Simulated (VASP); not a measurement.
An input for Quantum ESPRESSO's pw.x (written as the equivalent of a VASP run, and not itself run):

```
&CONTROL
  calculation = 'vc-relax'
  pseudo_dir = './pseudo'
  outdir = './out'
  tprnfor = .true.
  tstress = .true.
  nstep = 40
  forc_conv_thr = 0.00078
/
&SYSTEM
  ibrav = 0
  nat = 2
  ntyp = 2
  ecutwfc = 82.3
  occupations = 'smearing'
  smearing = 'gaussian'
  degauss = 0.003675
  input_dft = 'pbe'
/
&ELECTRONS
  conv_thr = 7.3e-08
  electron_maxstep = 100
/
&IONS
/
&CELL
  press = 100
/
ATOMIC_SPECIES
  Ba 137.327 Ba.upf
  Te 127.600 Te.upf
CELL_PARAMETERS angstrom
     0.0000000    3.3926137    3.3926137
     3.3926137    0.0000000    3.3926137
     3.3926137    3.3926137    0.0000000
ATOMIC_POSITIONS crystal
  Ba   0.0000000  0.0000000  0.0000000
  Te   0.5000000  0.5000000  0.5000000
K_POINTS automatic
  7 7 7 0 0 0
```

Problem. Translate this input to VASP (INCAR, KPOINTS, POSCAR, choice of POTCAR).

Solution. Several could match; the one computed here: 
### INCAR
```
# general
SYSTEM =BaTe
PREC   =Accurate
ENCUT  =500
LREAL  =.FALSE.
LASPH  =.TRUE.

# electronic loop
EDIFF  =1E-6
NELM   =100
ALGO   =Normal
LMAXMIX=4

# smearing
ISMEAR =0
SIGMA  =0.05

# functional
GGA    =PE

# ions
IBRION =2
NSW    =40
ISIF   =3
EDIFFG =-0.02
PSTRESS=100

# output
LWAVE  =.FALSE.
LCHARG =.FALSE.
```

KPOINTS:
```
Automatic
0
gamma
7 7 7
```

### POSCAR
```
BaTe
1
    0.0000000000     3.3926137486     3.3926137486
    3.3926137486     0.0000000000     3.3926137486
    3.3926137486     3.3926137486     0.0000000000
Ba Te
1 1
Direct
  0.0000000000   0.0000000000   0.0000000000
  0.5000000000   0.5000000000   0.5000000000
```

POTCAR, in this order: Ba_sv Te (PBE.64 set). Program: vasp_std.

What does not carry over: the potentials are each code's own (VASP's PAW set, PseudoDojo norm-conserving files in pw.x), so ENCUT and ecutwfc are chosen apart and not converted; conv_thr bounds pw.x's estimated SCF error, while EDIFF bounds the energy change between steps; forc_conv_thr acts on force components and is met together with etot_conv_thr.

The compound is BaTe in the rock salt structure. This run relaxes it under an external pressure of 10 GPa. Symmetry was kept, so distortions that lower it aren't found.
